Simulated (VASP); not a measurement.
# Be2Si in VASP: notebook, part 2 of 2

VASP 6.6.1.

## 3. Single point, PBE+D3(BJ)

This run uses another cell than the first one, of 62.45 Å³/atom, 1.011 times its volume.

File INCAR:

```
PREC     = Accurate       # precision mode
ENCUT    = 520            # plane-wave cutoff, eV
EDIFF    = 1E-7           # SCF threshold, eV
ISMEAR   = 0              # smearing method
SIGMA    = 0.1            # smearing width, eV
LREAL    = False          # projectors in reciprocal space
LASPH    = True           # aspherical terms in the spheres
NELM     = 100            # most SCF steps
ALGO     = Normal         # electronic algorithm
ISIF     = 2              # what is computed and relaxed
LWAVE    = False          # write WAVECAR
LCHARG   = True           # write CHGCAR
LDIPOL   = True         
IDIPOL   = 3            
DIPOL    = 0.5 0.5 0.287
GGA      = PE             # functional
IVDW     = 12             # dispersion correction
LELF     = True           # ELF
LVHAR    = True         
LVACPOTAV= True         
NBANDS   = 17             # bands
```

File KPOINTS:

```
Automatic mesh
0
Gamma
  12 12 1
```

File POSCAR:

```
Be2Si
1.0
    3.6151144725      0.0000000000      0.0000000000
   -1.8075572362      3.1307809707      0.0000000000
    0.0000000000      0.0000000000     33.1038804800
Be Si
4 2
Direct
    0.0000000000      0.0000000000      0.2678962326
    0.3333333333      0.6666666667      0.2485947993
    0.6666666667      0.3333333333      0.3060546071
    0.3333333333      0.6666666667      0.3253560404
    0.6666666667      0.3333333333      0.2309771405
    0.0000000000      0.0000000000      0.3429736992
```

Potentials or basis: VASP PAW PBE potentials, release 64 (Be, Si).

Launch:

```console
> cat potpaw_PBE.64/Be/POTCAR potpaw_PBE.64/Si/POTCAR > POTCAR
> mpirun -np 1 vasp_std > vasp.out
```

OUTCAR:

```text
PREC = Accurate
   ENCUT = 520
   EDIFF = 1E-7
   ISMEAR = 0
   LREAL = False
   LASPH = True
   NELM = 100
   ISIF = 2
   GGA = PE
   IVDW = 12
 IVDW          = 12

 ion  position               nearest neighbor table
   1  0.000  0.000  0.268-   2 2.18   2 2.18   2 2.18   5 2.42   5 2.42   5 2.42   6 2.49
   2  0.333  0.667  0.249-   5 2.17   5 2.17   5 2.17   1 2.18   1 2.18   1 2.18
   3  0.667  0.333  0.306-   4 2.18   4 2.18   4 2.18   6 2.42   6 2.42   6 2.42   5 2.49
   4  0.333  0.667  0.325-   6 2.17   6 2.17   6 2.17   3 2.18   3 2.18   3 2.18
   5  0.667  0.333  0.231-   2 2.17   2 2.17   2 2.17   1 2.42   1 2.42   1 2.42   3 2.49
   6  0.000  0.000  0.343-   4 2.17   4 2.17   4 2.17   3 2.42   3 2.42   3 2.42   1 2.49

  LATTYP: Found a hexagonal cell.
 ALAT       =     3.6151144725
 C/A-ratio  =     9.1570766934

  Lattice vectors:

 A1 = (   3.6151144725,   0.0000000000,   0.0000000000)
 A2 = (  -1.8075572362,   3.1307809707,   0.0000000000)
 A3 = (   0.0000000000,   0.0000000000,  33.1038804800)

Analysis of symmetry for initial positions (statically):
=====================================================================
 Subroutine PRICEL returns:
 Original cell was already a primitive cell.

 Routine SETGRP: Setting up the symmetry group for a
 hexagonal supercell.

 Subroutine GETGRP returns: Found 12 space group operations
 (whereof  6 operations were pure point group operations)
 out of a pool of 24 trial point group operations.

The static configuration has the point symmetry C_3v.
 The point group associated with its full space group is D_3d.

Analysis of symmetry for dynamics (positions and initial velocities):
=====================================================================
 Subroutine PRICEL returns:
 Original cell was already a primitive cell.

 Routine SETGRP: Setting up the symmetry group for a
 hexagonal supercell.

 Subroutine GETGRP returns: Found 12 space group operations
 (whereof  6 operations were pure point group operations)
 out of a pool of 24 trial point group operations.

The dynamic configuration has the point symmetry C_3v.
 The point group associated with its full space group is D_3d.

 Subroutine INISYM returns: Found 12 space group operations
 (whereof  6 operations are pure point group operations),
 and found     1 'primitive' translations

----------------------------------------------------------------------------------------

                                     Primitive cell

  volume of cell :     374.6741

  direct lattice vectors                    reciprocal lattice vectors
     3.615114473  0.000000000  0.000000000     0.276616414  0.159704561  0.000000000
    -1.807557236  3.130780971  0.000000000     0.000000000  0.319409122  0.000000000
     0.000000000  0.000000000 33.103880480     0.000000000  0.000000000  0.030207939

  length of vectors
     3.615114473  3.615114472 33.103880480     0.319409122  0.319409122  0.030207939

  position of ions in fractional coordinates (direct lattice)
     0.000000000  0.000000000  0.267896233
     0.333333333  0.666666667  0.248594799
     0.666666667  0.333333333  0.306054607
     0.333333333  0.666666667  0.325356040
     0.666666667  0.333333333  0.230977141
     0.000000000  0.000000000  0.342973699

  ion indices of the primitive-cell ions
   primitive index   ion index
                 1           1
                 2           2
                 3           3
[... 56 lines left out ...]
   ions per type =               4   2
   NGX,Y,Z   is equivalent  to a cutoff of  12.88, 12.88, 12.55 a.u.
   NGXF,Y,Z  is equivalent  to a cutoff of  25.75, 25.75, 25.11 a.u.
 SYSTEM =  unknown system
   PREC   = accura    normal or accurate (medium, high low for compatibility)
   ISTART =      0    job   : 0-new  1-cont  2-samecut
   ICHARG =      2    charge: 1-file 2-atom 10-const
   ISPIN  =      1    spin polarized calculation?
   LNONCOLLINEAR =      F non collinear calculations
   LSORBIT =      F    spin-orbit coupling
   LASPH  =      T    aspherical Exc in radial PAW
   ENCUT  =  520.0 eV  38.22 Ry    6.18 a.u.   6.72  6.72 61.55*2*pi/ulx,y,z
   NELM   =    100;   NELMIN=  2; NELMDL= -5     # of ELM steps
   EDIFF  = 0.1E-06   stopping-criterion for ELM
   LREAL  =      F    real-space projection
   EDIFFG = 0.1E-05   stopping-criterion for IOM
   NSW    =      0    number of steps for IOM
   IBRION =     -1    ionic relax: 0-MD 1-quasi-New 2-CG
   NFREE  =      0    steps in history (QN), initial steepest desc. (CG)
   ISIF   =      2    stress and relaxation
   ISYM   =      2    0-nonsym 1-usesym 2-fastsym
   POTIM  = 0.5000    time-step for ionic-motion
   TEBEG  =    0.0;   TEEND  =   0.0 temperature during run
   PSTRESS=    0.0 pullay stress
   NELECT =      16.0000    total number of electrons
   NUPDOWN=      -1.0000    fix difference up-down
   EMIN   =  10.00;   EMAX   =-10.00  energy-range for DOS
   EFERMI =   0.00;   METHOD = LEGACY
   ISMEAR =     0;   SIGMA  =   0.10  broadening in eV -4-tet -1-fermi 0-gaus
   EFERMI_NEDOS =   21; number of points for ismear=-14 and -15
   IALGO  =     38    algorithm
   IMIX   =      4    mixing-type and parameters
     AMIX     =   0.40;   BMIX     =  1.00
     AMIX_MAG =   1.60;   BMIX_MAG =  1.00
  volume/ion in A,a.u.               =      62.45       421.40
  Fermi-wavevector in a.u.,A,eV,Ry     =   0.572221  1.081340  4.455045  0.327437
  Thomas-Fermi vector in A             =   1.613005
   LORBIT       =      0    0 simple, 1 ext, 2 COOP (PROOUT), +10 PAW based schemes
   GGA     = PE    functional components
   LHFCALC =     F    Hartree Fock is set to
   AEXX    =    0.0000 exact exchange contribution
   IVDW    =    12    specifies the selected vdW correction
   LEPSILON=     F    determine dielectric tensor
   LRPA    =     F    only Hartree local field effects (RPA)
 non-spin polarized calculation
 Gauss-broadening in eV      SIGMA  =   0.10
  energy-cutoff  :      520.00
  volume of cell :      374.67
 maximum number of plane-waves:     10132
 NGX is ok and might be reduce to    28
   NGX = 13   NGY = 13   NGZ =123

 dipolmoment           0.000000      0.000000     -0.000001 electrons x Angstroem

 number of electron      16.0000000 magnetization

 dipolmoment           0.000000      0.000000      0.000001 electrons x Angstroem

 Free energy of the ion-electron system (eV)
  ---------------------------------------------------
  ext. energy  EPLUGINS =         0.00000000
  ---------------------------------------------------
  free energy    TOTEN  =       -23.62451117 eV

  energy without entropy =      -23.62320313  energy(sigma->0) =      -23.62385715

 E-fermi :  -2.6863     XC(G=0):  -2.3473

 val. band max:       -2.7626735189   @ k =   0.0000   0.0000   0.0000
 cond. band min:      -2.6218001931   @ k =   0.0000   0.0000   0.0000
 fundamental gap:      0.1408733258
 Fermi energy:        -2.6863196341

 k-point     1 :       0.0000    0.0000    0.0000
  band No.  band energies     occupation
      1     -14.0924      2.00000
      2     -12.5716      2.00000
      3      -8.2019      2.00000
      4      -4.3496      2.00000
      5      -2.7627      1.71977
      6      -2.7627      1.71977
[... 357 lines left out ...]
      4      -7.9728      2.00000
      5      -7.9728      2.00000
      6      -6.8431      2.00000
[... 9 lines left out ...]
     16       4.2235      0.00000
     17       4.2235      0.00000

------------------------ aborting loop because EDIFF is reached ----------------------------------------

 vacuum level on the upper side and lower side of the slab       (xc-potential included)        -0.124        -0.124

 Edisp (eV)   -1.43528

 E8    (eV) :    -0.5663

  FORCE on cell =-STRESS in cart. coord.  units (eV):
  Direction    XX          YY          ZZ          XY          YZ          ZX
  --------------------------------------------------------------------------------------
  -------------------------------------------------------------------------------------
  Total      -0.20105    -0.20105     0.22073    -0.00000     0.00000    -0.00000
  in kB      -0.85972    -0.85972     0.94389    -0.00000     0.00000    -0.00000
  external pressure =       -0.26 kB  Pullay stress =        0.00 kB

 VOLUME and BASIS-vectors are now :
 -----------------------------------------------------------------------------
  energy-cutoff  :      520.00
  volume of cell :      374.67
      direct lattice vectors                 reciprocal lattice vectors
     3.615114473  0.000000000  0.000000000     0.276616414  0.159704561  0.000000000
    -1.807557236  3.130780971  0.000000000     0.000000000  0.319409122  0.000000000
     0.000000000  0.000000000 33.103880480     0.000000000  0.000000000  0.030207939

 POSITION                                       TOTAL-FORCE (eV/Angst)
 -----------------------------------------------------------------------------------
      0.00000      0.00000      8.86840        -0.000000     -0.000000      0.131878
     -0.00000      2.08719      8.22945        -0.000000      0.000000      0.082571
      1.80756      1.04359     10.13160        -0.000000     -0.000000     -0.131878
     -0.00000      2.08719     10.77055        -0.000000     -0.000000     -0.082571
      1.80756      1.04359      7.64624         0.000000      0.000000     -0.162867
      0.00000      0.00000     11.35376         0.000000     -0.000000      0.162867
 -----------------------------------------------------------------------------------
    total drift:                               -0.000000      0.000000      0.000013

  FREE ENERGIE OF THE ION-ELECTRON SYSTEM (eV)
  ---------------------------------------------------
  free  energy   TOTEN  =       -25.0597862344 eV

  energy  without entropy=      -25.0584781938  energy(sigma->0) =      -25.05913221

 vacuum level on the upper side and lower side of the slab         2.131         2.131
```

Wall time 6.3 min (1 thread of Intel Xeon Platinum 8375C at 2.90GHz (Ice Lake), shared host); peak memory 0.49 GiB.

Results:

```yaml
Free_energy: -25.0598 eV
Largest_force: 0.163 eV/Å
Band_gap_on_the_k_mesh: none (metal or under the smearing width)
Dispersion_energy_per_atom: -0.239 eV
Work_function_of_the_upper_face: 4.82 eV
Work_function_of_the_lower_face: 4.82 eV
```

Forces on the atoms (eV/Å):
```
Be   0.000  0.000  0.132
Be   0.000  0.000  0.083
Be   0.000  0.000 -0.132
Be   0.000  0.000 -0.083
Si   0.000  0.000 -0.163
Si   0.000  0.000  0.163
```

## 4. Single point, PBE+D3(BJ)

This run uses another cell than the first one, of 39.05 Å³/atom, 0.632 times its volume.

File INCAR:

```
ALGO = Normal ; DIPOL = 0.5 0.5 0.500
EDIFF = 1E-6 ; ENCUT = 520
GGA = PE ; IDIPOL = 3
ISIF = 2 ; ISMEAR = 0
IVDW = 12 ; LASPH = True
LCHARG = False ; LDIPOL = True
LREAL = False ; LWAVE = False
NBANDS = 17 ; NELM = 100
PREC = Accurate ; SIGMA = 0.1
```

File KPOINTS:

```
k-points
0
Gamma
  6 6 1
```

File POSCAR:

```
Be2Si
1.0
    3.7736951000      0.0000000000      0.0000000000
   -1.8868475500      3.2681160000      0.0000000000
    0.0000000000      0.0000000000     19.0000000000
Be Si
4 2
Direct
    0.0000000000      0.0000000000      0.4147368400
    0.3333333300      0.6666666700      0.3775805200
    0.6666666700      0.3333333300      0.5852631600
    0.3333333300      0.6666666700      0.6224194800
    0.6666666700      0.3333333300      0.4024024800
    0.0000000000      0.0000000000      0.5975975200
```

Launch:

```console
> cat potpaw_PBE.64/Be/POTCAR potpaw_PBE.64/Si/POTCAR > POTCAR
> mpirun -np 1 vasp_std > vasp.out
```

Wall time 92 s (1 thread of Intel Xeon Platinum 8375C at 2.90GHz (Ice Lake), shared host); peak memory 0.32 GiB.

The run converged. Its results:

* Free energy: -23.6464 eV
* Largest force: 0.432 eV/Å
* Band gap on the k mesh: 0.47 eV, indirect (least direct gap 0.55 eV)
* Dispersion energy per atom: -0.178 eV

Forces on the atoms (eV/Å):
```
Be   0.000  0.000 -0.023
Be   0.000  0.000  0.432
Be   0.000  0.000  0.023
Be   0.000  0.000 -0.432
Si   0.000  0.000  0.049
Si   0.000  0.000 -0.049
```

Levels at points of the mesh, in eV from the valence-band top:
```tsv
k point	band 6	band 7	band 8	band 9	band 10	band 11
(0.00, 0.00, 0.00)	-0.24	-0.08	-0.08	0.47	0.47	0.51
(0.50, 0.00, 0.00)	-2.97	-1.16	-0.30	1.02	1.10	1.44
```

## 5. Summary

| cell | k mesh | gap on the mesh (eV) | largest force (eV/Å) |
| --- | --- | --- | --- |
| P-3m1, 61.75 Å³/atom | 12 × 12 × 1 | none | 0.01 |
| P-3m1, 62.45 Å³/atom | 12 × 12 × 1 | none | 0.16 |
| P-3m1, 39.05 Å³/atom | 6 × 6 × 1 | 0.47 | 0.43 |

Alike in all rows: task single point; level PBE+D3(BJ); potentials or basis VASP PAW PBE potentials, release 64 (Be, Si); no spin polarisation; cutoff (eV) 520; smearing gaussian 0.1 eV.

On the cell as given the gap runs from zero (PBE+D3(BJ)) to 0.47 eV (PBE+D3(BJ)); the meshes differ, which moves gaps too.

Absolute energies hang on the potentials; compare differences alone.
